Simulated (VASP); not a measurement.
Given:

```
CELL_PARAMETERS angstrom
      0.00000     2.75560     2.75560
      2.75560     0.00000     2.75560
      2.75560     2.75560     0.00000
ATOMIC_POSITIONS crystal
  Zn 0.00000 0.00000 0.00000
  S  0.25000 0.25000 0.25000
```

These are optB86b-vdW, VASP's PBE PAW potentials (set 64) (plane waves; VASP 6.6.1) values and carry that method's errors. Settings: 520 eV cut-off, 8×8×8 Γ-centred mesh, Gaussian smearing of 0.050 eV, potentials Zn S.

Problem. Estimate the energy per atom (σ→0), pressure, band gap (on the k-mesh) with the smallest direct gap where there is one.

Solution. 
```json
{
 "band gap (on the k-mesh)": "1.79 eV",
 "smallest direct gap (on the k-mesh)": "1.79 eV",
 "energy per atom (σ→0)": "-1.180 eV/atom",
 "pressure": "-3.76 GPa"
}
```

The absolute energy has meaning only against runs of the same code, potentials and settings.

The compound is ZnS in the zinc blende structure. This cell is one point of a volume scan, at 1.06 of the reference volume.
